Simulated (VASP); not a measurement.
A convergence study with VASP on CoSi$_{2}$ (fluorite): one setting is varied, all else stays as given below, so the limit is that of these other settings.

```yaml
crystal:
  lattice:
    - [0.00000, 2.68000, 2.68000]
    - [2.68000, 0.00000, 2.68000]
    - [2.68000, 2.68000, 0.00000]
  atoms:
    - { symbol: Co, position: [0.00000, 0.00000, 0.00000] }
    - { symbol: Si, position: [0.25000, 0.25000, 0.25000] }
    - { symbol: Si, position: [0.75000, 0.75000, 0.75000] }
```

All values below come from PBE GGA, VASP's PBE PAW potentials (set 64) (plane waves; VASP). The tightest run used: 550 eV cut-off, 19×19×19 Γ-centred mesh, first-order Methfessel-Paxton smearing of 0.10 eV, potentials Co Si.

```json
[
 {"setting": "1×1×1 mesh", "E (eV/atom)": "0.9210", "pressure (GPa)": "111.17", "irreducible k-points": "1"},
 {"setting": "2×2×2 mesh", "E (eV/atom)": "-6.2026", "pressure (GPa)": "-3.84", "irreducible k-points": "3"},
 {"setting": "3×3×3 mesh", "E (eV/atom)": "-6.3672", "pressure (GPa)": "-0.48", "irreducible k-points": "4"},
 {"setting": "4×4×4 mesh", "E (eV/atom)": "-6.4348", "pressure (GPa)": "-0.60", "irreducible k-points": "8"},
 {"setting": "5×5×5 mesh", "E (eV/atom)": "-6.4226", "pressure (GPa)": "0.20", "irreducible k-points": "10"},
 {"setting": "6×6×6 mesh", "E (eV/atom)": "-6.4282", "pressure (GPa)": "-0.16", "irreducible k-points": "16"},
 {"setting": "7×7×7 mesh", "E (eV/atom)": "-6.4336", "pressure (GPa)": "-0.17", "irreducible k-points": "20"},
 {"setting": "8×8×8 mesh", "E (eV/atom)": "-6.4312", "pressure (GPa)": "-0.20", "irreducible k-points": "29"},
 {"setting": "9×9×9 mesh", "E (eV/atom)": "-6.4298", "pressure (GPa)": "-0.08", "irreducible k-points": "35"}
]
```

These are the cheaper rows. Estimate the results at 19×19×19 mesh, and how far the last row shown lies from them.

```csv
quantity,tightest run,last row shown is off by
E (eV/atom),-6.4316,0.0018
pressure (GPa),-0.19,0.11
```

VASP warned of too few bands at 1×1×1 mesh.

Left out are rungs that failed or repeat a setting and relaxations that didn't move; long series are thinned to 24 rows.

The compound is CoSi2 in the fluorite structure. The cell was not relaxed at this level. The run is not spin-polarised, so no magnetic state was tried. The electron count is odd and the run is not spin-polarised, which forces a metal. VASP warned that the highest band is occupied, so more bands are needed.
